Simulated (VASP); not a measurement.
VASP runs on InP (space group F-43m) share one base input (PBE GGA, plane waves, VASP's PBE PAW potentials (set 64)) and change the settings named in each case.

File KPOINTS:
```
kpoints
0
Gamma
5 5 5
```

**INCAR**
```
ALGO=Normal
EDIFF=1E-6
ENCUT=300
GGA=PE
ISIF=2
ISMEAR=0
LASPH=.TRUE.
LCHARG=.FALSE.
LMAXMIX=4
LREAL=.FALSE.
LWAVE=.FALSE.
NELM=100
PREC=Accurate
SIGMA=0.02
SYSTEM=InP
```

POSCAR:
```
InP
1.0
  0.0000000000   2.9413480000   2.9413480000
  2.9413480000   0.0000000000   2.9413480000
  2.9413480000   2.9413480000   0.0000000000
In P
1 1
Cartesian
  0.0000000000   0.0000000000   0.0000000000
  1.4706740000   1.4706740000   1.4706740000
```

POTCAR, in this order: In_d P (PBE.64 set). Program: vasp_std.

```tsv
change	E(σ→0) (eV/atom)	pressure (GPa)
base run	-4.1776	2.18
ISYM = 0	-4.1776	2.18
AEXX = 0.25, HFRCUT = -1, ISYM = 3, LHFCALC = .TRUE., PRECFOCK = Fast, KPOINTS 3×3×3 Γ-centred mesh	-5.2725	0.73
KPOINTS 4×4×4 Γ-centred mesh	-4.1403	___
ENCUT = 390	-4.1787	2.45
```

### Question
Complete the blanks.

### Answer

- KPOINTS 4×4×4 Γ-centred mesh, pressure (GPa): 2.33

Energies of different potentials or functionals have different zeros.  Unless said otherwise, spin-orbit coupling is left out, though it shifts the bands of the heavy elements here. The base run's pressure lies -0.27 GPa from that at 390 eV (Pulay error).

Left out are runs that ran out of time, are held back, or changed the cell or the kind of run, fixed moments of cells without a moment, rows past the twelfth, gaps on odd meshes, pressures of charged cells and columns that move by less than the noise.

The structure comes from a computed database's InP entry; how it stands against other phases isn't given here. The cell was not relaxed at this level, its lattice was scaled by up to 2.5 %.
